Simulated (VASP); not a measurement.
The system is AlN.

```
Al N
1.0
     3.12859    0.00000    0.00000
    -1.56429    2.70944    0.00000
     0.00000    0.00000    5.01695
Al N
2 2
Direct
  0.66667 0.33333 0.49929
  0.33333 0.66667 0.99929
  0.66667 0.33333 0.88071
  0.33333 0.66667 0.38071
```

The cell is a database's computed one.

| Item | Value |
| --- | --- |
| Program | VASP 6.6.1 |
| Task | relaxation of cell and atoms |
| Functional | PBE |
| Dispersion | D3(BJ) |
| Potentials or basis | VASP PAW PBE potentials, release 64 (Al, N) |
| Cutoff | 600 eV |
| k mesh | 12 × 12 × 6 |
| Occupations | gaussian, width 0.02 eV |
| Spin | no spin polarisation |

At the start: pressure -4.2 GPa; volume 10.63 Å³/atom.

Question: Where does the relaxation end?

Answer: Over 3 steps the energy falls by 3.1 meV/atom and the volume is 10.40 Å³/atom (-2.2 %); space group P6_3mc (No. 186, to 0.05 Å).

Step by step:
```
step  energy change (eV)  largest force (eV/Å)  pressure (GPa)  volume (Å³)
   1              0.0000                0.0024           -4.23        42.53
   2             -0.0029                0.0138            3.99        40.82
   3             -0.0125                0.0087            0.00        41.61
```

Final structure:
```xyz
4
Lattice="3.1058 0.0000 0.0000 -1.5529 2.6897 0.0000 0.0000 0.0000 4.9807" Properties=species:S:1:pos:R:3 pbc="T T T"
Al    1.5529    0.8966    2.4867
Al    0.0000    1.7931    4.9771
N     1.5529    0.8966    4.3866
N     0.0000    1.7931    1.8963
```
